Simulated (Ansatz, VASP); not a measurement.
# Cross-check of ZnSnN2 between VASP and Ansatz

Wanted: the spread between two codes on one cell, functional and k mesh. The cell is taken from a series of runs on this material, whose earlier steps may have relaxed, scaled, displaced or heated it; both programs get it as it stands.

Method: plane waves, with VASP 6.6.1 beside it; G0W0 gap at PBEsol, in Ansatz 0.2.0.

### Step 1. The starting structure

Symmetry: Pna2_1, No. 33, orthorhombic system. The conventional cell has a = 5.854 Å, b = 6.737 Å, c = 5.481 Å, α = 90.00°, β = 90.00°, γ = 90.00°. Nearest to Zn lie 4 N at 2.05 to 2.07 Å. Nearest to Sn lie 4 N at 2.06 to 2.08 Å. Nearest to N lie 2 Zn at 2.05 to 2.07 Å and 2 Sn at 2.07 to 2.08 Å. N has 2 Zn at 2.05 Å and 2 Sn at 2.06 to 2.07 Å nearest. Farther neighbours and most contacts between anions are not listed.

Structure file:

```xyz
16
Lattice="5.8543 0.0000 0.0000 0.0000 6.7375 0.0000 0.0000 0.0000 5.4806" Properties=species:S:1:pos:R:3 pbc="T T T"
Zn    3.4134    5.8949    5.4741
Zn    2.4409    0.8426    2.7338
Zn    5.3680    2.5262    2.7338
Zn    0.4863    4.2113    5.4741
Sn    3.4447    2.5270    5.4766
Sn    2.4096    4.2105    2.7363
Sn    5.3368    5.8957    2.7363
Sn    0.5175    0.8418    5.4766
N     3.4095    2.5223    2.0736
N     2.4448    4.2152    4.8139
N     5.3719    5.8910    4.8139
N     0.4824    0.8464    2.0736
N     3.3938    5.9006    2.0473
N     2.4605    0.8369    4.7876
N     5.3876    2.5318    4.7876
N     0.4667    4.2056    2.0473
```

### Step 2. VASP: G0W0 gap, PBEsol

Quasiparticle shifts depend on high empty states and on the cores, so they are the hardest test of two PAW sets.

Lines of VASP's logs that name or quote its potential files are left out, and so is its time.

The run reads the wave functions of an earlier VASP run, which isn't shown here.

INCAR reads:

```
SYSTEM = ZnSnN2
PREC = Accurate
ENCUT = 450
ISMEAR = 0
SIGMA = 0.01
LREAL = .FALSE.
GGA = PS
NBANDS = 578
ALGO = EVGW0
NELMGW = 1
ENCUTGW = 100
NOMEGA = 64
PRECFOCK = Fast
NBANDSGW = 96
LWAVE = .FALSE.
LCHARG = .FALSE.
```

POSCAR reads:

```
ZnSnN2
1.0
    5.8542731000      0.0000000000      0.0000000000
    0.0000000000      6.7374542000      0.0000000000
    0.0000000000      0.0000000000      5.4805833100
Zn Sn N
4 4 8
Direct
    0.5830626200      0.8749452500      0.9988123700
    0.4169373800      0.1250547500      0.4988123700
    0.9169373800      0.3749452500      0.4988123700
    0.0830626200      0.6250547500      0.9988123700
    0.5884004200      0.3750626400      0.9992746000
    0.4115995800      0.6249373600      0.4992746000
    0.9115995800      0.8750626400      0.4992746000
    0.0884004200      0.1249373600      0.9992746000
    0.5823959500      0.3743669400      0.3783547300
    0.4176040500      0.6256330600      0.8783547300
    0.9176040500      0.8743669400      0.8783547300
    0.0823959500      0.1256330600      0.3783547300
    0.5797158200      0.8757858300      0.3735593100
    0.4202841800      0.1242141700      0.8735593100
    0.9202841800      0.3757858300      0.8735593100
    0.0797158200      0.6242141700      0.3735593100
```

KPOINTS reads:

```
Automatic mesh
0
Gamma
2 2 2
0 0 0
```

PAW data sets: Zn_sv_GW, Sn_d_GW and N_GW (PBE family, release 64).

The run is started by

```sh
export OMP_NUM_THREADS=3
mpirun -np 1 vasp_std
```

Numbers of over 12 decimals in the logs are rounded to 6 here.

The program printed:

```text
[banner, memory and clock lines left out]
running    1 mpi-ranks, on    1 nodes
 distrk:  each k-point on    1 cores,    1 groups
 distr:  one band on    1 cores,    1 groups
 Offloading initialized ...    1 GPUs detected
 POSCAR found type information on POSCAR ZnSnN
 POSCAR found :  3 types and      16 ions
|                                                                             |
|               ----> ADVICE to this user running VASP <----                  |
|                                                                             |
|     You enforced a specific xc type in the INCAR file but a different       |
|     [... a line on the potential file left out ...]
|     I HOPE YOU KNOW WHAT YOU ARE DOING!                                     |
|                                                                             |

|                                                                             |
|           W    W    AA    RRRRR   N    N  II  N    N   GGGG   !!!           |
|           W    W   A  A   R    R  NN   N  II  NN   N  G    G  !!!           |
|           W    W  A    A  R    R  N N  N  II  N N  N  G       !!!           |
|           W WW W  AAAAAA  RRRRR   N  N N  II  N  N N  G  GGG   !            |
|           WW  WW  A    A  R   R   N   NN  II  N   NN  G    G                |
|           W    W  A    A  R    R  N    N  II  N    N   GGGG   !!!           |
|                                                                             |
|     The default for ENCUTGWSOFT is different in this version of VASP.       |
|     please manually set ENCUTGWSOFT =100 in the INCAR file.                 |
|                                                                             |

 LDA part: xc-table for (Slater+PW92), standard interpolation
 found WAVECAR, reading the header
 POSCAR, INCAR and KPOINTS ok, starting setup
 FFT: planning ... GRIDC
 FFT: planning ... GRID_SOFT
 FFT: planning ... GRID
 reading WAVECAR
 the WAVECAR file was read successfully
 initial charge from wavefunction
 available memory per node:   1650.58 GB, setting MAXMEM to   1690198

 The Fermi energy was updated, please check that it is located mid-gap
 values below the HOMO (VB) or above the LUMO (CB) will cause erroneous energies
 E-fermi :   4.9228

 calculate exact exchange contribution
 the WAVEDER file was read successfully
|                                                                             |
|           W    W    AA    RRRRR   N    N  II  N    N   GGGG   !!!           |
|           W    W   A  A   R    R  NN   N  II  NN   N  G    G  !!!           |
|           W    W  A    A  R    R  N N  N  II  N N  N  G       !!!           |
|           W WW W  AAAAAA  RRRRR   N  N N  II  N  N N  G  GGG   !            |
|           WW  WW  A    A  R   R   N   NN  II  N   NN  G    G                |
|           W    W  A    A  R    R  N    N  II  N    N   GGGG   !!!           |
|                                                                             |
|     Automatic setting of frequency mesh for GW failed. Frequency mesh       |
|     properly not suitable for determining QP energies. Consider             |
|     increasing number of kpoints.                                           |
|                                                                             |

energies w=
    0.000    0.000    1.312    0.000    2.621    0.000    3.924    0.000
    5.220    0.000    6.505    0.000    7.779    0.000    9.039    0.000
   10.284    0.000   11.513    0.000   12.727    0.000   13.924    0.000
   15.105    0.000   16.271    0.000   17.423    0.000   18.561    0.000
   19.686    0.000   20.801    0.000   21.907    0.000   23.005    0.000
   24.097    0.000   25.186    0.000   26.273    0.000   27.361    0.000
   28.452    0.000   29.548    0.000   30.652    0.000   31.767    0.000
   32.895    0.000   34.040    0.000   35.206    0.000   36.394    0.000
   37.611    0.000   38.859    0.000   40.144    0.000   41.471    0.000
   42.845    0.000   44.273    0.000   45.762    0.000   47.320    0.000
   48.957    0.000   50.683    0.000   52.511    0.000   54.454    0.000
   56.529    0.000   58.754    0.000   61.154    0.000   63.755    0.000
   66.588    0.000   69.694    0.000   73.121    0.000   76.927    0.000
   81.186    0.000   85.991    0.000   91.460    0.000   97.749    0.000
  105.064    0.000  113.681    0.000  123.987    0.000  136.531    0.000
  152.127    0.000  172.033    0.000  198.298    0.000  234.500    0.000
 responsefunction array rank=     508
 LDA part: xc-table for (Slater+PW92), standard interpolation

 min. memory requirement per mpi rank   1200.3 MB, per node   1200.3 MB

 allocating  64 responsefunctions rank=   508
 shmem allocating  64 responsefunctions rank=   508
 response function shared by NCSHMEM nodes    1
 Doing            64  frequencies on each core in blocks of            64
NQ=   1    0.0000    0.0000    0.0000,
|.........|.........|.........|.........|.........|.........|.........|.........
 performed       1577000 updates of chi_q(r,r)
 total number of BLAS operations       3092.66 Gflops
NQ=   2    0.5000    0.0000    0.0000,
|.........|.........|.........|.........|.........|.........|.........|.........
 performed       3154000 updates of chi_q(r,r)
 total number of BLAS operations       6073.89 Gflops
NQ=   3    0.0000    0.5000    0.0000,
|.........|.........|.........|.........|.........|.........|.........|.........
 performed       4731000 updates of chi_q(r,r)
 total number of BLAS operations       9055.11 Gflops
NQ=   4    0.5000    0.5000    0.0000,
|.........|.........|.........|.........|.........|.........|.........|.........
 performed       6308000 updates of chi_q(r,r)
 total number of BLAS operations      12312.35 Gflops
NQ=   5    0.0000    0.0000    0.5000,
|.........|.........|.........|.........|.........|.........|.........|.........
 performed       7885000 updates of chi_q(r,r)
 total number of BLAS operations      15124.29 Gflops
NQ=   6    0.5000    0.0000    0.5000,
|.........|.........|.........|.........|.........|.........|.........|.........
 performed       9462000 updates of chi_q(r,r)
 total number of BLAS operations      18130.10 Gflops
NQ=   7    0.0000    0.5000    0.5000,
|.........|.........|.........|.........|.........|.........|.........|.........
 performed      11039000 updates of chi_q(r,r)
 total number of BLAS operations      20942.04 Gflops
NQ=   8    0.5000    0.5000    0.5000,
|.........|.........|.........|.........|.........|.........|.........|.........
 performed      12616000 updates of chi_q(r,r)
 total number of BLAS operations      23947.85 Gflops
 resolving degeneracies of screened two electron integrals

 calculate QP shifts <psi_nk| G(iteration)W_0 |psi_nk>: iteration 1
 entering main loop
```

OUTCAR, selected parts (step 2):

```text
ion  position               nearest neighbor table
   1  0.583  0.875  0.999-  10 2.05  14 2.05  13 2.05  11 2.07
   2  0.417  0.125  0.499-   9 2.05  13 2.05  14 2.05  12 2.07
   3  0.917  0.375  0.499-  12 2.05  16 2.05  15 2.05   9 2.07
   4  0.083  0.625  0.999-  11 2.05  15 2.05  16 2.05  10 2.07
   5  0.588  0.375  0.999-  15 2.06  10 2.07  14 2.07   9 2.08
   6  0.412  0.625  0.499-  16 2.06   9 2.07  13 2.07  10 2.08
   7  0.912  0.875  0.499-  13 2.06  12 2.07  16 2.07  11 2.08
   8  0.088  0.125  0.999-  14 2.06  11 2.07  15 2.07  12 2.08
   9  0.582  0.374  0.378-   2 2.05   3 2.07   6 2.07   5 2.08
  10  0.418  0.626  0.878-   1 2.05   4 2.07   5 2.07   6 2.08
  11  0.918  0.874  0.878-   4 2.05   1 2.07   8 2.07   7 2.08
  12  0.082  0.126  0.378-   3 2.05   2 2.07   7 2.07   8 2.08
  13  0.580  0.876  0.374-   2 2.05   1 2.05   7 2.06   6 2.07
  14  0.420  0.124  0.874-   1 2.05   2 2.05   8 2.06   5 2.07
  15  0.920  0.376  0.874-   4 2.05   3 2.05   5 2.06   8 2.07
  16  0.080  0.624  0.374-   3 2.05   4 2.05   6 2.06   7 2.07

  LATTYP: Found a simple orthorhombic cell.
 ALAT       =     5.4805833100
 B/A-ratio  =     1.0681843097
 C/A-ratio  =     1.2293315910

 Subroutine GETGRP returns: Found  4 space group operations
 (whereof  1 operations were pure point group operations)

The static configuration has the point symmetry C_1 .
 The point group associated with its full space group is C_2v.

 Found      8 irreducible k-points:

   k-points           NKPTS =      8   k-points in BZ     NKDIM =      8   number of bands    NBANDS=    578

   dimension x,y,z NGX =    42 NGY =   48 NGZ =   40
   dimension x,y,z NGXF=    84 NGYF=   96 NGZF=   80

   ENCUT  =  450.0 eV  33.07 Ry    5.75 a.u.  10.13 11.65  9.48*2*pi/ulx,y,z

   NELECT =     176.0000    total number of electrons

  energy-cutoff  :      450.00
  volume of cell :      216.17
      direct lattice vectors                 reciprocal lattice vectors
     5.854273100  0.000000000  0.000000000     0.170815400  0.000000000  0.000000000
     0.000000000  6.737454200  0.000000000     0.000000000  0.148424015  0.000000000
     0.000000000  0.000000000  5.480583310     0.000000000  0.000000000  0.182462330

 k-points in reciprocal lattice and weights: Automatic mesh
   0.00000000  0.00000000  0.00000000       0.125
   0.50000000  0.00000000  0.00000000       0.125
   0.00000000  0.50000000  0.00000000       0.125
   0.50000000  0.50000000  0.00000000       0.125
   0.00000000  0.00000000  0.50000000       0.125
   0.50000000  0.00000000  0.50000000       0.125
   0.00000000  0.50000000  0.50000000       0.125
   0.50000000  0.50000000  0.50000000       0.125

 E-fermi :   4.9228

 QP shifts <psi_nk| G(iteration)W_0 |psi_nk>: iteration 1
 for sc-GW calculations column KS-energies equals QP-energies in previous step
 and V_xc(KS)=  KS-energies - (<T + V_ion + V_H > + <T+V_H+V_ion>^1  + <V_x>^1)
 k-point   1 :       0.0000    0.0000    0.0000
  band No.  KS-energies  QP-energies   sigma(KS)   V_xc(KS)     V^pw_x(r,r')   Z            occupation Imag(sigma)
    ...
     85       4.0629       3.5010     -19.3574     -18.6232     -23.2468       0.7653       2.0000       0.5155
     86       4.7711       4.4436     -19.2961     -18.8692     -22.6982       0.7672       2.0000       0.4430
     87       4.8127       4.4219     -19.7131     -19.2032     -23.2299       0.7664       2.0000       0.4499
     88       4.8538       4.5322     -19.6137     -19.1944     -23.0855       0.7670       2.0000       0.4417
     89       4.9919       5.5499     -12.8463     -13.5437      -9.6525       0.8002       0.0000      -0.2871
     90       7.5676       8.3753     -12.4351     -13.4403      -8.4051       0.8036       0.0000      -0.3851
     91       8.4757       9.4187     -13.3467     -14.5374      -9.2351       0.7920       0.0000      -0.4248
     92       9.0268       9.6710     -11.4300     -12.2235      -7.3247       0.8118       0.0000      -0.4190
    ...

 k-point   2 :       0.5000    0.0000    0.0000
  band No.  KS-energies  QP-energies   sigma(KS)   V_xc(KS)     V^pw_x(r,r')   Z            occupation Imag(sigma)
    ...
     85       4.2127       3.7821     -18.9410     -18.3801     -22.5355       0.7676       2.0000       0.4813
     86       4.2127       3.7821     -18.9410     -18.3801     -22.5355       0.7676       2.0000       0.4813
     87       4.4672       4.0487     -19.4940     -18.9478     -23.1915       0.7664       2.0000       0.4793
     88       4.4672       4.0487     -19.4940     -18.9478     -23.1915       0.7664       2.0000       0.4793
     89       7.3418       8.0954     -13.7287     -14.6831     -10.2433       0.7896       0.0000      -0.3525
     90       7.3418       8.0954     -13.7287     -14.6831     -10.2433       0.7896       0.0000      -0.3525
     91       8.5966       9.4638     -12.9231     -14.0104      -8.8059       0.7976       0.0000      -0.4206
     92       8.5966       9.4638     -12.9231     -14.0104      -8.8059       0.7976       0.0000      -0.4206
    ...

 k-point   3 :       0.0000    0.5000    0.0000
  band No.  KS-energies  QP-energies   sigma(KS)   V_xc(KS)     V^pw_x(r,r')   Z            occupation Imag(sigma)
    ...
     85       4.2617       3.8079     -19.3221     -18.7307     -22.9418       0.7675       2.0000       0.4767
     86       4.2617       3.8079     -19.3221     -18.7307     -22.9418       0.7675       2.0000       0.4767
     87       4.4330       3.9982     -19.2090     -18.6422     -22.8218       0.7670       2.0000       0.4761
     88       4.4330       3.9982     -19.2090     -18.6422     -22.8218       0.7670       2.0000       0.4761
     89       7.1224       7.8657     -14.0262     -14.9681     -10.7815       0.7891       0.0000      -0.3293
     90       7.1224       7.8657     -14.0262     -14.9681     -10.7815       0.7891       0.0000      -0.3293
     91       9.3749       9.9952     -11.3528     -12.1199      -7.2264       0.8086       0.0000      -0.4373
     92       9.3749       9.9952     -11.3528     -12.1199      -7.2264       0.8086       0.0000      -0.4373
    ...

 k-point   4 :       0.5000    0.5000    0.0000
  band No.  KS-energies  QP-energies   sigma(KS)   V_xc(KS)     V^pw_x(r,r')   Z            occupation Imag(sigma)
    ...
     85       4.0119       3.4595     -19.3461     -18.6258     -23.1807       0.7669       2.0000       0.5081
     86       4.0119       3.4595     -19.3461     -18.6258     -23.1807       0.7669       2.0000       0.5081
     87       4.0141       3.4951     -18.9434     -18.2665     -22.7167       0.7668       2.0000       0.5076
     88       4.0141       3.4951     -18.9434     -18.2665     -22.7167       0.7668       2.0000       0.5076
     89       7.9134       8.7971     -13.7737     -14.8950      -9.9693       0.7881       0.0000      -0.3957
     90       7.9134       8.7971     -13.7737     -14.8950      -9.9693       0.7881       0.0000      -0.3957
     91       8.5285       9.3696     -13.2790     -14.3414      -9.3647       0.7917       0.0000      -0.4136
     92       8.5285       9.3696     -13.2790     -14.3414      -9.3647       0.7917       0.0000      -0.4136
    ...

[... 4 further parts left out ...]
```

(Part 1 of 2 ends here.)

[Lines on the potential files, build, host, timing and source positions are cut from VASP's logs without a mark.]

[Logs are printed without paths, hosts, clocks, repeated set-up lines and the standing remarks that a program may print on its own settings, such as how far it seeks lower states.]

[Hosts, paths, dates, database ids (printed as entryN), source tags and the programs' standing remarks are cut or masked in the printed files.]
